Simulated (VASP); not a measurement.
Consider the following.

```
TaP
1.0
    3.07858     0.00000     0.00000
    0.00000     3.07858     0.00000
    0.00000     0.00000     3.07858
Ta P
1 1
Cartesian
  0.00000   0.00000   0.00000
  1.53929   1.53929   1.53929
```

All values below come from PBEsol GGA, VASP's PBE PAW potentials (set 64) (plane waves; VASP 6.6.1). Numerical set-up: 400 eV cut-off, Gaussian smearing of 0.050 eV, potentials Ta_pv P.

Problem. Give the energies of bands 5 to 11 at the high-symmetry points, in eV from the Fermi level.

Solution. 
| band | Γ | X | M | R |
|---|---|---|---|---|
| 5 | -3.59 | -8.73 | -5.00 | -7.00 |
| 6 | -3.59 | -2.60 | -5.00 | -7.00 |
| 7 | -0.10 | -2.60 | -3.60 | -7.00 |
| 8 | -0.10 | -2.21 | -0.09 | 3.05 |
| 9 | -0.10 | 3.09 | -0.09 | 3.05 |
| 10 | 2.40 | 4.39 | 1.66 | 3.05 |
| 11 | 2.40 | 4.75 | 2.99 | 5.16 |

It has no gap at this level: it comes out as a metal or semimetal.

The structure was generated: TaP was put into the CsCl type type (Pm-3m), which need not be its known phase. It was relaxed first, which changed the volume by -38 %.
